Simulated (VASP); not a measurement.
**GW on GaN**

Aim: the quasiparticle gap of GaN, and what it costs to get it. The cell is of the zinc-blende type, one of the forms listed for this formula. The start is a computed cell from the Materials Project.

Method: PBE; plane waves and PAW (Ga_d_GW, N_GW), in the first sound run; inputs show where later runs differ, in VASP 6.6.1.

Report form: the programs' logs are mostly left out.

**1. The starting structure**

The structure is cubic, space group F-43m (No. 216). The conventional cell has a = 4.507 Å, b = 4.507 Å, c = 4.507 Å, α = 90.00°, β = 90.00°, γ = 90.00°. Nearest to Ga lie 4 N at 1.95 Å. Nearest to N lie 4 Ga at 1.95 Å. Farther neighbours and most contacts between anions are not listed.

Structure file:

```cif
data_structure
_symmetry_space_group_name_H-M 'F-43m'
_symmetry_Int_Tables_number 216
_cell_length_a 4.5070
_cell_length_b 4.5070
_cell_length_c 4.5070
_cell_angle_alpha 90.000
_cell_angle_beta 90.000
_cell_angle_gamma 90.000
_cell_volume 91.55
loop_
_atom_site_label
_atom_site_type_symbol
_atom_site_symmetry_multiplicity
_atom_site_Wyckoff_symbol
_atom_site_fract_x
_atom_site_fract_y
_atom_site_fract_z
_atom_site_occupancy
Ga1 Ga 4 a 0.00000 0.00000 0.00000 1
N1 N 4 d 0.25000 0.25000 0.75000 1
```

**2. Ground state**

The orbitals come from a self-consistent PBE run with a tight EDIFF and a narrow smearing. KPOINTS_OPT adds the bands along a path, which shows whether the mesh holds the band edges.

INCAR reads:

```
SYSTEM = GaN
PREC = Accurate
ENCUT = 450
EDIFF = 1E-08
NELM = 100
ISMEAR = 0
SIGMA = 0.01
LREAL = .FALSE.
ALGO = Normal
GGA = PE
NBANDS = 15
LORBIT = 11
LWAVE = .TRUE.
LCHARG = .FALSE.
KPAR = 8
```

POSCAR reads:

```
GaN
1.0
    0.0000000000      2.2535006075      2.2535006075
    2.2535006075      0.0000000000      2.2535006075
    2.2535006075      2.2535006075      0.0000000000
Ga N
1 1
Direct
    0.0000000000      0.0000000000      0.0000000000
    0.2500000000      0.2500000000      0.2500000000
```

KPOINTS reads:

```
Automatic mesh
0
Gamma
4 4 4
0 0 0
```

KPOINTS_OPT reads:

```
Line mode
12
Line-mode
Reciprocal
  0.00000000   0.00000000   0.00000000 GAMMA
  0.50000000   0.00000000   0.50000000 X

  0.50000000   0.00000000   0.50000000 X
  0.50000000   0.25000000   0.75000000 W

  0.50000000   0.25000000   0.75000000 W
  0.37500000   0.37500000   0.75000000 K

  0.37500000   0.37500000   0.75000000 K
  0.00000000   0.00000000   0.00000000 GAMMA

  0.00000000   0.00000000   0.00000000 GAMMA
  0.50000000   0.50000000   0.50000000 L

  0.50000000   0.50000000   0.50000000 L
  0.62500000   0.25000000   0.62500000 U

  0.62500000   0.25000000   0.62500000 U
  0.50000000   0.25000000   0.75000000 W

  0.50000000   0.25000000   0.75000000 W
  0.50000000   0.50000000   0.50000000 L

  0.50000000   0.50000000   0.50000000 L
  0.37500000   0.37500000   0.75000000 K

  0.62500000   0.25000000   0.62500000 U
  0.50000000   0.00000000   0.50000000 X
```

PAW data sets: Ga_d_GW and N_GW (PBE family, release 64).

On the command line:

```console
mpirun -np 8 vasp_std
```

Wall time 4.4 s (8 MPI ranks of Intel Xeon Platinum 8259CL at 2.50GHz (Skylake/Cascade Lake), shared host); peak memory 1 GiB; 31 s of CPU time.

Numbers from this step:

```yaml
free_energy_toten: -12.07 eV
fermi_energy: 5.282 eV
pressure: 3.485 GPa
least_gap_on_mesh_and_path: 1.705 eV
least_direct_gap_on_mesh_and_path: 1.705 eV
```

The highest empty bands on the path are converged less tightly, to about 0.1 eV. The electronic bands at the labelled points (eV, zero at the valence-band top; v1 is the highest filled band, c1 the lowest empty one):

```
          point     v3     v2     v1    c1     c2
              Γ   0.00   0.00   0.00  1.70  10.25
0.45 of the way  -3.09  -1.30  -1.30  4.46   7.59
              X  -6.15  -2.71  -2.71  3.31   6.63
0.55 of the way  -5.94  -3.29  -3.26  4.74   7.57
              W  -5.72  -3.71  -3.66  6.20   8.37
0.45 of the way  -5.80  -4.09  -2.88  5.69   8.06
              K  -5.89  -4.27  -2.18  4.96   7.85
0.55 of the way  -3.83  -1.81  -0.43  4.85   8.60
              Γ   0.00   0.00   0.00  1.70  10.25
0.45 of the way  -3.44  -0.45  -0.45  3.88   8.85
              L  -7.06  -0.97  -0.97  4.61   8.72
0.45 of the way  -6.66  -2.51  -1.38  5.90   7.47
              U  -5.89  -4.27  -2.18  4.96   7.85
0.55 of the way  -5.80  -4.09  -2.88  5.69   8.06
              W  -5.72  -3.71  -3.66  6.20   8.37
0.45 of the way  -6.33  -3.24  -1.93  6.74   6.95
              L  -7.06  -0.97  -0.97  4.61   8.72
0.55 of the way  -6.50  -2.97  -1.53  6.02   7.39
              K  -5.89  -4.27  -2.18  4.96   7.85
      jump to U  -5.89  -4.27  -2.18  4.96   7.85
0.45 of the way  -6.04  -3.45  -2.54  3.99   7.16
              X  -6.15  -2.71  -2.71  3.31   6.63
```

Of the projections kept (Ga, N), the largest for each band there; the rest of the weight can lie on other orbitals:

```
point       v3      v2      v1       c1       c2
    Γ   N 0.78  N 0.78  N 0.78   N 0.58  Ga 0.99
    X  Ga 0.63  N 0.65  N 0.65  Ga 0.81  Ga 0.82
    W  Ga 0.62  N 0.60  N 0.57   N 0.56  Ga 0.51
    K  Ga 0.62  N 0.56  N 0.67  Ga 0.75  Ga 0.51
    Γ   N 0.78  N 0.78  N 0.78   N 0.58  Ga 0.99
    L  Ga 0.60  N 0.73  N 0.73  Ga 0.69   N 0.78
```

The cell has a gap of 1.70 eV on mesh and path and a pressure of +3.5 GPa, which holds the misfit of the given cell and coordinates with this functional, and any error of cutoff, mesh and data sets. Spin-orbit coupling is left out, which can shift or reorder these edges.

**3. Empty bands**

The next step needs empty bands that the ground-state run didn't converge, so the Hamiltonian is diagonalised exactly for NBANDS bands, in a single step. LOPTICS writes the k-derivatives of the orbitals (WAVEDER), which give the long-wavelength limit of the screening.

INCAR reads:

```
SYSTEM = GaN
PREC = Accurate
ENCUT = 450
ISMEAR = 0
SIGMA = 0.01
LREAL = .FALSE.
GGA = PE
NBANDS = 24
ALGO = Exact
NELM = 1
LWAVE = .TRUE.
LCHARG = .FALSE.
LOPTICS = .TRUE.
NEDOS = 1000
CSHIFT = 0.1
```

POSCAR is that of step 2.

KPOINTS is that of step 2.

On the command line:

```console
mpirun -np 8 vasp_std
```

Elapsed: 1.8 s, on 8 MPI ranks; peak memory 0.89 GiB.

The gap is read on the k-mesh alone, so it is an upper bound where the band edges lie off the mesh.

A gap read on the k-mesh alone can miss the band edges.

This step gave:

- gap on the k-mesh: 1.705 eV
- least direct gap on the k-mesh: 1.705 eV

WAVECAR now holds 24 bands for 18 electrons. Its independent-particle dielectric tensor has xx, yy, zz = 10.3, 10.3, 10.3 on this mesh, which isn't tested for convergence in mesh or bands and lacks local fields.

**4. G0W0, bands in the sums 24**

This step: G0W0 on PBE; plane waves and PAW (Ga_d_GW, N_GW) (VASP 6.6.1).

G0W0 keeps orbitals and screening fixed and shifts each of the lowest NBANDSGW levels once.

INCAR reads:

```
SYSTEM = GaN
PREC = Accurate
ENCUT = 450
ISMEAR = 0
SIGMA = 0.01
LREAL = .FALSE.
GGA = PE
NBANDS = 24
ALGO = EVGW0
NELMGW = 1
ENCUTGW = 200
NOMEGA = 64
PRECFOCK = Fast
NBANDSGW = 24
LWAVE = .FALSE.
LCHARG = .FALSE.
```

POSCAR is that of step 3.

KPOINTS is that of step 3.

On the command line:

```console
mpirun -np 8 vasp_std
```

Run time: 8.4 s. Hardware: 8 MPI ranks; peak memory 1.2 GiB; 62 s of CPU time.

Numbers from this step:

```
quasiparticle gap on the mesh                 : 2.698 eV
smallest direct quasiparticle gap on the mesh : 2.698 eV
gap of the starting orbitals on the mesh      : 1.705 eV
```

GW takes the gap from 1.705 to 2.698 eV. Spin-orbit coupling is left out. The value holds for 24 bands, ENCUTGW = 200 eV and this mesh, and isn't shown to be converged in them.

**5. Empty bands**

This step: PBE; plane waves and PAW (Ga_d_GW, N_GW) (VASP 6.6.1).

The empty bands are made again, for the run that follows.

INCAR reads:

```
SYSTEM = GaN
PREC = Accurate
ENCUT = 450
ISMEAR = 0
SIGMA = 0.01
LREAL = .FALSE.
GGA = PE
NBANDS = 40
ALGO = Exact
NELM = 1
LWAVE = .TRUE.
LCHARG = .FALSE.
LOPTICS = .TRUE.
NEDOS = 1000
CSHIFT = 0.1
```

POSCAR is that of step 4.

KPOINTS is that of step 4.

On the command line:

```console
mpirun -np 8 vasp_std
```

The job ended after 1.8 s (8 MPI ranks; peak memory 0.88 GiB; 9.8 s of CPU time).

WAVECAR now holds 40 bands for 18 electrons.

**6. G0W0, bands in the sums 40**

This step: G0W0 on PBE; plane waves and PAW (Ga_d_GW, N_GW) (VASP 6.6.1).

The sums now run over 40 bands at the same response cutoff.

INCAR reads:

```
SYSTEM = GaN
PREC = Accurate
ENCUT = 450
ISMEAR = 0
SIGMA = 0.01
LREAL = .FALSE.
GGA = PE
NBANDS = 40
ALGO = EVGW0
NELMGW = 1
ENCUTGW = 200
NOMEGA = 64
PRECFOCK = Fast
NBANDSGW = 24
LWAVE = .FALSE.
LCHARG = .FALSE.
```

POSCAR is that of step 5.

KPOINTS is that of step 5.

On the command line:

```console
mpirun -np 8 vasp_std
```

Wall time 9.8 s (8 MPI ranks); peak memory 1.2 GiB; 73 s of CPU time.

The gap is now 2.720 eV, +22 meV against the GW run before. Spin-orbit coupling is left out.

**7. Empty bands**

This step: PBE; plane waves and PAW (Ga_d_GW, N_GW) (VASP 6.6.1).

INCAR reads:

```
SYSTEM = GaN
PREC = Accurate
ENCUT = 450
ISMEAR = 0
SIGMA = 0.01
LREAL = .FALSE.
GGA = PE
NBANDS = 48
ALGO = Exact
NELM = 1
LWAVE = .TRUE.
LCHARG = .FALSE.
LOPTICS = .TRUE.
NEDOS = 1000
CSHIFT = 0.1
```

POSCAR is that of step 6.

KPOINTS is that of step 6.

On the command line:

```console
mpirun -np 8 vasp_std
```

Elapsed: 2 s, on 8 MPI ranks; peak memory 0.88 GiB; 11 s of CPU time.

WAVECAR now holds 48 bands for 18 electrons.

**8. G0W0, bands in the sums 48**

This step: G0W0 on PBE; plane waves and PAW (Ga_d_GW, N_GW) (VASP 6.6.1).

The sums now run over 48 bands at the same response cutoff.

INCAR reads:

```
SYSTEM = GaN
PREC = Accurate
ENCUT = 450
ISMEAR = 0
SIGMA = 0.01
LREAL = .FALSE.
GGA = PE
NBANDS = 48
ALGO = EVGW0
NELMGW = 1
ENCUTGW = 200
NOMEGA = 64
PRECFOCK = Fast
NBANDSGW = 24
LWAVE = .FALSE.
LCHARG = .FALSE.
```

POSCAR is that of step 7.

KPOINTS is that of step 7.

On the command line:

```console
mpirun -np 8 vasp_std
```

Elapsed: 10 s, on 8 MPI ranks; peak memory 1.2 GiB; 77 s of CPU time.

The gap is now 2.720 eV, +0 meV against the GW run before. Spin-orbit coupling is left out.

**9. Empty bands**

This step: PBE; plane waves and PAW (Ga_d_GW, N_GW) (VASP 6.6.1).

INCAR reads:

```
SYSTEM = GaN
PREC = Accurate
ENCUT = 450
ISMEAR = 0
SIGMA = 0.01
LREAL = .FALSE.
GGA = PE
NBANDS = 64
ALGO = Exact
NELM = 1
LWAVE = .TRUE.
LCHARG = .FALSE.
LOPTICS = .TRUE.
NEDOS = 1000
CSHIFT = 0.1
```

POSCAR is that of step 8.

KPOINTS is that of step 8.

On the command line:

```console
mpirun -np 8 vasp_std
```

It took 1.8 s on 8 MPI ranks; peak memory 0.89 GiB; 11 s of CPU time.

WAVECAR now holds 64 bands for 18 electrons.

**10. G0W0, bands in the sums 64**

This step: G0W0 on PBE; plane waves and PAW (Ga_d_GW, N_GW) (VASP 6.6.1).

The sums now run over 64 bands at the same response cutoff.

INCAR reads:

```
SYSTEM = GaN
PREC = Accurate
ENCUT = 450
ISMEAR = 0
SIGMA = 0.01
LREAL = .FALSE.
GGA = PE
NBANDS = 64
ALGO = EVGW0
NELMGW = 1
ENCUTGW = 200
NOMEGA = 64
PRECFOCK = Fast
NBANDSGW = 24
LWAVE = .FALSE.
LCHARG = .FALSE.
```

POSCAR is that of step 9.

KPOINTS is that of step 9.

On the command line:

```console
mpirun -np 8 vasp_std
```

Elapsed: 12 s, on 8 MPI ranks; peak memory 1.3 GiB; 89 s of CPU time.

The gap is now 2.739 eV, +19 meV against the GW run before. Spin-orbit coupling is left out.

**11. Empty bands**

This step: PBE; plane waves and PAW (Ga_d_GW, N_GW) (VASP 6.6.1).

INCAR reads:

```
SYSTEM = GaN
PREC = Accurate
ENCUT = 450
ISMEAR = 0
SIGMA = 0.01
LREAL = .FALSE.
GGA = PE
NBANDS = 80
ALGO = Exact
NELM = 1
LWAVE = .TRUE.
LCHARG = .FALSE.
LOPTICS = .TRUE.
NEDOS = 1000
CSHIFT = 0.1
```

POSCAR is that of step 10.

KPOINTS is that of step 10.

On the command line:

```console
mpirun -np 8 vasp_std
```

The job ended after 1.8 s (8 MPI ranks; peak memory 0.88 GiB).

WAVECAR now holds 80 bands for 18 electrons.

**12. G0W0, bands in the sums 80**

This step: G0W0 on PBE; plane waves and PAW (Ga_d_GW, N_GW) (VASP 6.6.1).

The sums now run over 80 bands at the same response cutoff.

INCAR reads:

```
SYSTEM = GaN
PREC = Accurate
ENCUT = 450
ISMEAR = 0
SIGMA = 0.01
LREAL = .FALSE.
GGA = PE
NBANDS = 80
ALGO = EVGW0
NELMGW = 1
ENCUTGW = 200
NOMEGA = 64
PRECFOCK = Fast
NBANDSGW = 24
LWAVE = .FALSE.
LCHARG = .FALSE.
```

POSCAR is that of step 11.

KPOINTS is that of step 11.

On the command line:

```console
mpirun -np 8 vasp_std
```

It took 13 s on 8 MPI ranks; peak memory 1.3 GiB.

The gap is now 2.750 eV, +11 meV against the GW run before. Spin-orbit coupling is left out.

**13. Empty bands**

This step: PBE; plane waves and PAW (Ga_d_GW, N_GW) (VASP 6.6.1).

INCAR reads:

```
SYSTEM = GaN
PREC = Accurate
ENCUT = 450
ISMEAR = 0
SIGMA = 0.01
LREAL = .FALSE.
GGA = PE
NBANDS = 104
ALGO = Exact
NELM = 1
LWAVE = .TRUE.
LCHARG = .FALSE.
LOPTICS = .TRUE.
NEDOS = 1000
CSHIFT = 0.1
```

POSCAR is that of step 12.

KPOINTS is that of step 12.

On the command line:

```console
mpirun -np 8 vasp_std
```

Wall time 1.8 s (8 MPI ranks); peak memory 0.89 GiB.

WAVECAR now holds 104 bands for 18 electrons.

**14. G0W0, bands in the sums 104**

This step: G0W0 on PBE; plane waves and PAW (Ga_d_GW, N_GW) (VASP 6.6.1).

The sums now run over 104 bands at the same response cutoff.

INCAR reads:

```
SYSTEM = GaN
PREC = Accurate
ENCUT = 450
ISMEAR = 0
SIGMA = 0.01
LREAL = .FALSE.
GGA = PE
NBANDS = 104
ALGO = EVGW0
NELMGW = 1
ENCUTGW = 200
NOMEGA = 64
PRECFOCK = Fast
NBANDSGW = 24
LWAVE = .FALSE.
LCHARG = .FALSE.
```

POSCAR is that of step 13.

KPOINTS is that of step 13.

On the command line:

```console
mpirun -np 8 vasp_std
```

The job ended after 15 s (8 MPI ranks; peak memory 1.3 GiB; 1.9 min of CPU time).

The gap is now 2.760 eV, +10 meV against the GW run before. Spin-orbit coupling is left out.

**15. Empty bands**

This step: PBE; plane waves and PAW (Ga_d_GW, N_GW) (VASP 6.6.1).

INCAR reads:

```
SYSTEM = GaN
PREC = Accurate
ENCUT = 450
ISMEAR = 0
SIGMA = 0.01
LREAL = .FALSE.
GGA = PE
NBANDS = 128
ALGO = Exact
NELM = 1
LWAVE = .TRUE.
LCHARG = .FALSE.
LOPTICS = .TRUE.
NEDOS = 1000
CSHIFT = 0.1
```

POSCAR is that of step 14.

KPOINTS is that of step 14.

On the command line:

```console
mpirun -np 8 vasp_std
```

The job ended after 2 s (8 MPI ranks; peak memory 0.89 GiB; 11 s of CPU time).

WAVECAR now holds 128 bands for 18 electrons.

**16. G0W0, bands in the sums 128**

This step: G0W0 on PBE; plane waves and PAW (Ga_d_GW, N_GW) (VASP 6.6.1).

The sums now run over 128 bands at the same response cutoff.

INCAR reads:

```
SYSTEM = GaN
PREC = Accurate
ENCUT = 450
ISMEAR = 0
SIGMA = 0.01
LREAL = .FALSE.
GGA = PE
NBANDS = 128
ALGO = EVGW0
NELMGW = 1
ENCUTGW = 200
NOMEGA = 64
PRECFOCK = Fast
NBANDSGW = 24
LWAVE = .FALSE.
LCHARG = .FALSE.
```

POSCAR is that of step 15.

KPOINTS is that of step 15.

On the command line:

```console
mpirun -np 8 vasp_std
```

Elapsed: 17 s, on 8 MPI ranks; peak memory 1.3 GiB.

The gap is now 2.762 eV, +2 meV against the GW run before. Spin-orbit coupling is left out.

**17. Empty bands**

This step: PBE; plane waves and PAW (Ga_d_GW, N_GW) (VASP 6.6.1).

INCAR reads:

```
SYSTEM = GaN
PREC = Accurate
ENCUT = 450
ISMEAR = 0
SIGMA = 0.01
LREAL = .FALSE.
GGA = PE
NBANDS = 152
ALGO = Exact
NELM = 1
LWAVE = .TRUE.
LCHARG = .FALSE.
LOPTICS = .TRUE.
NEDOS = 1000
CSHIFT = 0.1
```

POSCAR is that of step 16.

KPOINTS is that of step 16.

On the command line:

```console
mpirun -np 8 vasp_std
```

The job ended after 2 s (8 MPI ranks; peak memory 0.9 GiB; 11 s of CPU time).

WAVECAR now holds 152 bands for 18 electrons.

**18. G0W0, bands in the sums 152**

This step: G0W0 on PBE; plane waves and PAW (Ga_d_GW, N_GW) (VASP 6.6.1).

The sums now run over 152 bands at the same response cutoff.

INCAR reads:

```
SYSTEM = GaN
PREC = Accurate
ENCUT = 450
ISMEAR = 0
SIGMA = 0.01
LREAL = .FALSE.
GGA = PE
NBANDS = 152
ALGO = EVGW0
NELMGW = 1
ENCUTGW = 200
NOMEGA = 64
PRECFOCK = Fast
NBANDSGW = 24
LWAVE = .FALSE.
LCHARG = .FALSE.
```

POSCAR is that of step 17.

KPOINTS is that of step 17.

On the command line:

```console
mpirun -np 8 vasp_std
```

Run time: 19 s. Hardware: 8 MPI ranks; peak memory 1.3 GiB.

The gap is now 2.770 eV, +8 meV against the GW run before. Spin-orbit coupling is left out.

**19. Summary**

This step: GW series: G0W0 on PBE; plane waves and PAW (VASP 6.6.1).

No new run; the numbers come from the runs before.

G0W0 on a 4x4x4 mesh; cost is wall time times ranks on a shared host, with the step that makes the empty bands but not the self-consistent start. G0W0 series:

```
bands in the sums  quasiparticle gap (eV)  direct quasiparticle gap (eV)  cost (core minutes)
               24                   2.698                          2.698                 1.36
               40                    2.72                           2.72                 1.55
               48                    2.72                           2.72                 1.63
               64                   2.739                          2.739                 1.81
               80                    2.75                           2.75                 1.97
              104                    2.76                           2.76                 2.24
              128                   2.762                          2.762                 2.53
              152                    2.77                           2.77                  2.8
```

**20. Summary of results**

- G0W0 on PBE, 152 bands, ENCUTGW 200 eV, NOMEGA 64, mesh 4×4×4: 1.705 → 2.770 eV
- G0W0 on PBE, 24 bands, ENCUTGW 200 eV, NOMEGA 64, mesh 4×4×4: 1.705 → 2.698 eV

G0W0 gives a quasiparticle gap of 2.770 eV on the mesh, 1.07 eV over the PBE gap on the same mesh. On mesh and path the starting valence top lies at Γ and the conduction bottom at Γ, so the starting gap is direct. Both points lie on the GW mesh. The steps of the series move the gap by +22, -0, +19, +11, +10, +2, +8 meV; the last costs 1.1 times the one before. The last step lies within a tolerance of 30 meV, picked for this account, and the last two together move the gap by +10 meV. Response cutoff and mesh weren't varied, so the series can only reach this cutoff's value. On a mesh this coarse the value is a test of cost more than a converged gap. In Ga_d_GW the d shell is in the valence without all the semicore s and p states of the same shell; those stay frozen in the core, and how far that moves the GW gap wasn't tested here. Spin-orbit coupling is left out; with Ga in the cell it can split or shift band edges, by an amount that depends on which atoms form them and isn't tested here. The given cell is kept, although it stands at +3.5 GPa at PBE and ENCUT = 450 eV, which holds the mismatch of the given cell with this functional and any basis-set error. Not tabulated here, as repeats of values shown or as unfit to read for their mesh, reference level or band range: eps2 curves (empty bands); eps1 curves and static values (empty bands); gaps (empty bands).

[Lines on the potential files, build, host, timing and source positions are cut from VASP's logs without a mark.]

[Logs are printed without paths, hosts, clocks, repeated set-up lines and the standing remarks that a program may print on its own settings, such as how far it seeks lower states.]

[Hosts, paths, dates, database ids (printed as entryN), source tags and the programs' standing remarks are cut or masked in the printed files.]

[Pressures printed for these runs are not shown converged in the cutoff: they can be off by several GPa and have the wrong sign.]
